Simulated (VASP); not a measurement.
Here is the system:

```
CELL_PARAMETERS angstrom
      0.00000     2.81976     2.81976
      2.81976     0.00000     2.81976
      2.81976     2.81976     0.00000
ATOMIC_POSITIONS crystal
  Ca 0.00000 0.00000 0.00000
  S  0.50000 0.50000 0.50000
```

All values below come from PBEsol GGA, VASP's PBE PAW potentials (set 64) (plane waves; VASP). Numerical set-up: 400 eV cut-off, 8×8×8 Γ-centred mesh, Gaussian smearing of 0.010 eV, potentials Ca_sv S.

Give the electronic dielectric tensor ε∞ (DFPT, local fields included).

```
5.22  0.00  0.00
0.00  5.22  0.00
0.00  0.00  5.22
```

Give the Born effective charges.

```json
[
 {"atom": "Ca1", "Z*xx": "2.36", "Z*yy": "2.36", "Z*zz": "2.36", "mean": "2.36"},
 {"atom": "S2", "Z*xx": "-2.36", "Z*yy": "-2.36", "Z*zz": "-2.36", "mean": "-2.36"}
]
```

The compound is CaS in the rock salt structure. It was relaxed first.
